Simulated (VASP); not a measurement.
Data:

```
CELL_PARAMETERS angstrom
      1.65851    -2.87262     0.00000
      1.65851     2.87262     0.00000
      0.00000     0.00000     5.16218
ATOMIC_POSITIONS crystal
  Sc 0.33333 0.66667 0.25000
  Sc 0.66667 0.33333 0.75000
```

These are PBE GGA, VASP's PBE PAW potentials (set 64) (plane waves; VASP) values and carry that method's errors. Run with 480 eV cut-off, 12×12×8 Γ-centred mesh, first-order Methfessel-Paxton smearing of 0.10 eV, potentials Sc_sv.

Energy and stress use the plane-wave basis of the starting cell.

Q: The ions, cell shape and volume at an external pressure of 5.0 GPa are relaxed. Predict the relaxed structure.

A: 
```
CELL_PARAMETERS angstrom
      1.61689    -2.80054     0.00000
      1.61689     2.80054     0.00000
      0.00000     0.00000     5.01755
ATOMIC_POSITIONS crystal
  Sc 0.33333 0.66667 0.25000
  Sc 0.66667 0.33333 0.75000
```
Space group P6_3/mmc (194), at a tolerance of 0.03 Å.

Q: How do energy and volume change from the first to the last step?

A: The energy (σ→0) changes by +27.9 meV/atom and the volume by -7.6 %, in 8 ionic steps.

The compound is Sc in the hcp structure. This run relaxes it under an external pressure of 5 GPa. Symmetry was kept, so distortions that lower it aren't found.
